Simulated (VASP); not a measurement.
Input:

```yaml
crystal:
  lattice:
    - [0.00000, 1.99024, 1.99024]
    - [1.99024, 0.00000, 1.99024]
    - [1.99024, 1.99024, 0.00000]
  atoms:
    - { symbol: Al, position: [0.00000, 0.00000, 0.00000] }
```

These are LDA (Ceperley-Alder, Perdew-Zunger), VASP's LDA PAW potentials (set 64) (plane waves; VASP 6.6.1) values and carry that method's errors. Settings: 520 eV cut-off, Gaussian smearing of 0.050 eV, potentials Al.

Give the energies of bands 1 to 4 at the high-symmetry points, in eV from the Fermi level.

```json
[
 {"band": "1", "Γ": "-11.44", "X": "-3.03", "U": "-1.97", "L": "-4.76", "W": "-0.91"},
 {"band": "2", "Γ": "12.79", "X": "-1.65", "U": "-1.44", "L": "-4.48", "W": "-0.91"},
 {"band": "3", "Γ": "12.79", "X": "5.28", "U": "-0.38", "L": "11.62", "W": "0.10"},
 {"band": "4", "Γ": "12.79", "X": "5.72", "U": "6.71", "L": "11.62", "W": "1.23"}
]
```

It has no gap at this level: it comes out as a metal or semimetal.

The compound is Al in the fcc structure. It was relaxed first, which changed the volume by -5 %.
